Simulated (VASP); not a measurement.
## BAs: single point with LDA

BAs:

```
B As
1.0
     0.00000    2.36593    2.36593
     2.36593    0.00000    2.36593
     2.36593    2.36593    0.00000
B As
1 1
Direct
  0.00000 0.00000 0.00000
  0.75000 0.75000 0.75000
```

```yaml
Program: VASP 6.6.1
Task: single point
Functional: LDA
Potentials_or_basis: VASP PAW LDA potentials, release 64 (B, As)
Cutoff: 520 eV
k_mesh: 10 × 10 × 10
Occupations: gaussian, width 0.02 eV
Spin: no spin polarisation
Dipole_correction: no
Further_INCAR_settings: ALGO = Fast; EDIFF = 1e-06; NBANDS = 11
```

```json
{"Pressure": "1.0 GPa", "Band gap on the k mesh": "1.10 eV, indirect (least direct gap 3.29 eV)"}
```

Levels at points of the mesh, in eV from the valence-band top:
```tsv
k point	band 1	band 2	band 3	band 4	band 5	band 6	band 7	band 8	band 9
(0.00, 0.00, 0.00)	-15.64	0.00	0.00	0.00	3.29	3.29	3.29	5.06	9.50
(0.50, 0.00, 0.00)	-12.68	-8.97	-1.87	-1.87	2.86	4.78	4.78	8.75	12.69
(0.50, 0.50, 0.00)	-11.35	-8.59	-4.20	-4.20	1.32	1.38	11.51	11.51	12.90
```

Run time: 11 s on 1 thread of Intel(R) Xeon(R) Platinum 8488C (Sapphire Rapids), on a shared host, peak memory 0.14 GiB.

A k mesh can miss the band edges. A hybrid or GW would open this gap; LDA tends to underestimate it.
